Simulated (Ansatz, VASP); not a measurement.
# Cross-check of MoS2 between VASP and Ansatz, part 2 of 2

Wanted: the spread between two codes on one cell, functional and k mesh. The structure shown is the end of the Ansatz relaxation below.

VASP 6.6.1 and Ansatz 0.2.0.

So far: The starting structure; Ansatz: relaxation, PBEsol.

## (3) VASP: single point, PBEsol

Level of this step: PBEsol, no spin polarisation; plane waves and PAW (Mo_sv, S) (VASP).

The same cell, functional, mesh and smearing now go to VASP, with its own data sets.

Lines of VASP's logs that name or quote its potential files are left out, and so is its time.

Input file INCAR:

```
SYSTEM = MoS2
PREC = Accurate
ENCUT = 500
EDIFF = 1E-06
NELM = 120
ISMEAR = -1
SIGMA = 0.02
LREAL = .FALSE.
ALGO = Normal
GGA = PS
NBANDS = 64
LASPH = .TRUE.
LORBIT = 11
LWAVE = .FALSE.
LCHARG = .FALSE.
ISIF = 2
GGA_COMPAT = .FALSE.
EFERMI = MIDGAP
KPAR = 2
```

Input file POSCAR:

```
MoS2
1.0
    6.2811320572      0.0000000000      0.0000000000
   -3.1405660286      5.4396199261      0.0000000000
    0.0000000000      0.0000000000     18.1302960000
Mo S
4 8
Direct
    0.3333333333      0.1666666667      0.5000000000
    0.3333333333      0.6666666667      0.5000000000
    0.8333333333      0.1666666667      0.5000000000
    0.8333333333      0.6666666667      0.5000000000
    0.1666666667      0.3333333333      0.4140466572
    0.1666666667      0.3333333333      0.5859533428
    0.1666666667      0.8333333333      0.4140466572
    0.1666666667      0.8333333333      0.5859533428
    0.6666666667      0.3333333333      0.4140466572
    0.6666666667      0.3333333333      0.5859533428
    0.6666666667      0.8333333333      0.4140466572
    0.6666666667      0.8333333333      0.5859533428
```

Input file KPOINTS:

```
Automatic mesh
0
Gamma
5 5 2
0 0 0
```

The projector-augmented-wave data sets are Mo_sv and S (PBE family, release 64).

Launch:

```sh
> mpirun -np 2 vasp_std
```

Numbers of over 12 decimals in the logs are rounded to 6 here.

What it wrote:

```text
[banner, memory and clock lines left out]
running    2 mpi-ranks, on    1 nodes
 distrk:  each k-point on    1 cores,    2 groups
 distr:  one band on    1 cores,    1 groups

 POSCAR found type information on POSCAR MoS
 POSCAR found :  2 types and      12 ions
|                                                                             |
|               ----> ADVICE to this user running VASP <----                  |
|                                                                             |
|     You enforced a specific xc type in the INCAR file but a different       |
|     [... a line on the potential file left out ...]
|     I HOPE YOU KNOW WHAT YOU ARE DOING!                                     |
|                                                                             |

 LDA part: xc-table for (Slater+PW92), standard interpolation
 POSCAR, INCAR and KPOINTS ok, starting setup
 FFT: planning ... GRIDC
 FFT: planning ... GRID_SOFT
 FFT: planning ... GRID
 WAVECAR not read
 entering main loop
       N       E                     dE             d eps       ncg     rms          rms(c)
DAV:   1     0.885013751258E+03    0.88501E+03   -0.52082E+04  1600   0.129E+03
DAV:   2    -0.184051911331E+02   -0.90342E+03   -0.88505E+03  1704   0.310E+02
DAV:   3    -0.966035922396E+02   -0.78198E+02   -0.77199E+02  1456   0.852E+01
DAV:   4    -0.994957189467E+02   -0.28921E+01   -0.28694E+01  1760   0.160E+01
DAV:   5    -0.995553392012E+02   -0.59620E-01   -0.59528E-01  1720   0.226E+00    0.520E+01
DAV:   6    -0.951059350782E+02    0.44494E+01   -0.33272E+01  1456   0.236E+01    0.180E+01
DAV:   7    -0.943921048058E+02    0.71383E+00   -0.13566E+01  1448   0.146E+01    0.117E+01
DAV:   8    -0.937113470684E+02    0.68076E+00   -0.24895E+00  1592   0.671E+00    0.385E+00
DAV:   9    -0.937232712561E+02   -0.11924E-01   -0.30407E-01  1720   0.182E+00    0.189E+00
DAV:  10    -0.937014391227E+02    0.21832E-01   -0.10238E-01  1576   0.137E+00    0.486E-01
DAV:  11    -0.936983202898E+02    0.31188E-02   -0.66133E-03  1640   0.321E-01    0.154E-01
DAV:  12    -0.936984223456E+02   -0.10206E-03   -0.76711E-04  1576   0.927E-02    0.714E-02
DAV:  13    -0.936982715339E+02    0.15081E-03   -0.36115E-03  1552   0.160E-01    0.121E-01
DAV:  14    -0.936986652237E+02   -0.39369E-03   -0.26981E-04  1664   0.676E-02    0.476E-02
DAV:  15    -0.936991932756E+02   -0.52805E-03   -0.23854E-04  1672   0.553E-02    0.374E-02
DAV:  16    -0.936992202337E+02   -0.26958E-04   -0.62929E-05  1568   0.314E-02    0.745E-03
DAV:  17    -0.936992829923E+02   -0.62759E-04   -0.55774E-05  1320   0.132E-02    0.640E-03
DAV:  18    -0.936993549341E+02   -0.71942E-04   -0.52876E-06  1288   0.495E-03    0.265E-03
DAV:  19    -0.936995149139E+02   -0.15998E-03   -0.10585E-05  1240   0.479E-03    0.562E-03
DAV:  20    -0.936995536208E+02   -0.38707E-04   -0.15605E-06  1224   0.177E-03    0.135E-03
DAV:  21    -0.936995913813E+02   -0.37760E-04   -0.31624E-06  1144   0.207E-03    0.143E-03
DAV:  22    -0.936995943810E+02   -0.29998E-05   -0.13933E-07   992   0.649E-04    0.861E-04
DAV:  23    -0.936995969853E+02   -0.26042E-05   -0.25991E-07   992   0.622E-04    0.245E-04
DAV:  24    -0.936995971009E+02   -0.11563E-06   -0.21658E-08   760   0.264E-04
   1 F= -.93699597E+02 E0= -.93699597E+02  d E =0.000000E+00
```

From OUTCAR (step 3):

```text
ion  position               nearest neighbor table
   1  0.333  0.167  0.500-   5 2.39   6 2.39   9 2.39  10 2.39   7 2.39   8 2.39   3 3.14   3 3.14
                             4 3.14   2 3.14   2 3.14   4 3.14
   2  0.333  0.667  0.500-   7 2.39   8 2.39  11 2.39  12 2.39   5 2.39   6 2.39   4 3.14   4 3.14
                             1 3.14   1 3.14   3 3.14   3 3.14
   3  0.833  0.167  0.500-   9 2.39  10 2.39   5 2.39   6 2.39  11 2.39  12 2.39   1 3.14   1 3.14
                             4 3.14   4 3.14   2 3.14   2 3.14
   4  0.833  0.667  0.500-  11 2.39  12 2.39   7 2.39   8 2.39   9 2.39  10 2.39   2 3.14   2 3.14
                             3 3.14   3 3.14   1 3.14   1 3.14
   5  0.167  0.333  0.414-   1 2.39   3 2.39   2 2.39
   6  0.167  0.333  0.586-   1 2.39   3 2.39   2 2.39
   7  0.167  0.833  0.414-   2 2.39   4 2.39   1 2.39
   8  0.167  0.833  0.586-   2 2.39   4 2.39   1 2.39
   9  0.667  0.333  0.414-   3 2.39   1 2.39   4 2.39
  10  0.667  0.333  0.586-   3 2.39   1 2.39   4 2.39
  11  0.667  0.833  0.414-   4 2.39   2 2.39   3 2.39
  12  0.667  0.833  0.586-   4 2.39   2 2.39   3 2.39

  LATTYP: Found a hexagonal cell.
 ALAT       =     6.2811320572
 C/A-ratio  =     2.8864694827

 Subroutine GETGRP returns: Found 12 space group operations
 (whereof 12 operations were pure point group operations)

The static configuration has the point symmetry D_3h.

 Found     10 irreducible k-points:

   k-points           NKPTS =     10   k-points in BZ     NKDIM =     10   number of bands    NBANDS=     64

   dimension x,y,z NGX =    48 NGY =   48 NGZ =  140
   dimension x,y,z NGXF=    96 NGYF=   96 NGZF=  280

   ENCUT  =  500.0 eV  36.75 Ry    6.06 a.u.  11.45 11.45 33.06*2*pi/ulx,y,z

   NELECT =     104.0000    total number of electrons

 k-points in reciprocal lattice and weights: Automatic mesh
   0.00000000  0.00000000  0.00000000       0.020
   0.20000000 -0.00000000  0.00000000       0.120
   0.40000000 -0.00000000  0.00000000       0.120
   0.20000000  0.20000000  0.00000000       0.120
   0.40000000  0.20000000  0.00000000       0.120
   0.00000000  0.00000000  0.50000000       0.020
   0.20000000 -0.00000000  0.50000000       0.120
   0.40000000 -0.00000000  0.50000000       0.120
   0.20000000  0.20000000  0.50000000       0.120
   0.40000000  0.20000000  0.50000000       0.120

 average (electrostatic) potential at core
       1 -82.7995       2 -82.7995       3 -82.7995       4 -82.7995       5 -92.7971
       6 -92.7971       7 -92.7971       8 -92.7971       9 -92.7971      10 -92.7971
      11 -92.7971      12 -92.7971

 E-fermi :  -0.6193

 k-point     1 :       0.0000    0.0000    0.0000
  band No.  band energies     occupation
    ...
     48      -2.4367      2.00000
     49      -2.2126      2.00000
     50      -2.2126      2.00000
     51      -2.2126      2.00000
     52      -1.6343      2.00000
     53       0.8564      0.00000
     54       0.8564      0.00000
     55       0.8564      0.00000
     56       1.3438      0.00000
     57       1.3438      0.00000
    ...

 k-point     2 :       0.2000   -0.0000    0.0000
  band No.  band energies     occupation
    ...
     48      -2.5835      2.00000
     49      -2.4513      2.00000
     50      -2.0313      2.00000
     51      -2.0313      2.00000
     52      -1.7020      2.00000
     53       0.7989      0.00000
     54       0.8453      0.00000
     55       0.8453      0.00000
     56       1.1071      0.00000
     57       1.1604      0.00000
    ...

 k-point     3 :       0.4000   -0.0000    0.0000
  band No.  band energies     occupation
    ...
     48      -2.7090      2.00000
     49      -2.5400      2.00000
     50      -2.0600      2.00000
     51      -2.0600      2.00000
     52      -2.0560      2.00000
     53       0.6964      0.00000
     54       0.7422      0.00000
     55       0.7426      0.00000
     56       0.7426      0.00000
     57       0.8204      0.00000
    ...

  Total       -0.0108993     -0.0108993     -0.0758992      0.0000000      0.0000000      0.0000000
  in kB       -0.0281901     -0.0281901     -0.1963073      0.0000000      0.0000000      0.0000000
  external PRESSURE =      -0.0842292 kB  Pullay stress =       0.0000000 kB

  energy-cutoff  :      500.00
  volume of cell :      619.46
      direct lattice vectors                 reciprocal lattice vectors
     6.281132057  0.000000000  0.000000000     0.159206970  0.091918187  0.000000000
    -3.140566029  5.439619926  0.000000000     0.000000000  0.183836373  0.000000000
     0.000000000  0.000000000 18.130296000     0.000000000  0.000000000  0.055156298

 POSITION                                       TOTAL-FORCE (eV/Angst)
 -----------------------------------------------------------------------------------
      1.57028      0.90660      9.06515        -0.000000     -0.000000      0.000000
     -0.00000      3.62641      9.06515        -0.000000      0.000000      0.000000
      4.71085      0.90660      9.06515        -0.000000     -0.000000      0.000000
      3.14057      3.62641      9.06515        -0.000000     -0.000000      0.000000
      0.00000      1.81321      7.50679         0.000000     -0.000000     -0.001546
      0.00000      1.81321     10.62351         0.000000      0.000000      0.001546
     -1.57028      4.53302      7.50679         0.000000      0.000000     -0.001546
     -1.57028      4.53302     10.62351         0.000000      0.000000      0.001546
      3.14057      1.81321      7.50679         0.000000     -0.000000     -0.001546
      3.14057      1.81321     10.62351         0.000000      0.000000      0.001546
      1.57028      4.53302      7.50679         0.000000      0.000000     -0.001546
      1.57028      4.53302     10.62351         0.000000      0.000000      0.001546
 -----------------------------------------------------------------------------------
    total drift:                                0.000001     -0.000001     -0.000000

  FREE ENERGIE OF THE ION-ELECTRON SYSTEM (eV)
  ---------------------------------------------------
  free  energy   TOTEN  =       -93.6995971009 eV

  energy  without entropy=      -93.6995971009  energy(sigma->0) =      -93.69959710

 total charge
# of ion       s       p       d       tot
------------------------------------------
    1        2.300   6.232   3.993  12.524
    2        2.300   6.232   3.993  12.524
    3        2.300   6.232   3.993  12.524
    4        2.300   6.232   3.993  12.524
    5        1.357   2.330   0.000   3.687
    6        1.357   2.330   0.000   3.687
    7        1.357   2.330   0.000   3.687
    8        1.357   2.330   0.000   3.687
    9        1.357   2.330   0.000   3.687
   10        1.357   2.330   0.000   3.687
   11        1.357   2.330   0.000   3.687
   12        1.357   2.330   0.000   3.687
--------------------------------------------------
tot         20.055  43.569  15.971  79.595

[... 3 further parts left out ...]
```

The run ends at a pressure of -0.01 GPa, with forces up to 0.0015 eV/Å.

## (4) Side by side

Known differences besides the potentials themselves: the cutoff is 600 eV in Ansatz and 500 eV in VASP; Ansatz makes its cores anew for this functional, VASP keeps those of its PBE data sets; Ansatz's pressure holds a Pulay correction, VASP's none. Total energies have different zeros and are not compared.

The two programs side by side:

| quantity | Ansatz | VASP | difference |
| --- | --- | --- | --- |
| pressure (GPa) | 0.00 | -0.01 | +0.01 |
| gap on the k mesh (eV) | 2.018 | 2.030 | -0.012 |

A gap on the mesh is an upper bound, since the band edges may lie between its points. With vacuum in the cell, a pressure given here is an average over mostly empty space and none of the material.

## (5) Summary of results

```json
{
  "difference in gap on the k mesh (single point, PBEsol)": "-0.012 eV"
}
```

**Reading.** The difference in gap on the k mesh is -0.012 eV (single point, PBEsol), within the 0.08 eV picked in this series as the mark of a large difference. Such differences can come from data sets, numerical settings and the points named under the comparisons, not from the functional's error against experiment.

[Lines on the potential files, build, host, timing and source positions are cut from VASP's logs without a mark.]

[Logs are printed without paths, hosts, clocks, repeated set-up lines and the standing remarks that a program may print on its own settings, such as how far it seeks lower states.]

[Hosts, paths, dates, database ids (printed as entryN), source tags and the programs' standing remarks are cut or masked in the printed files.]
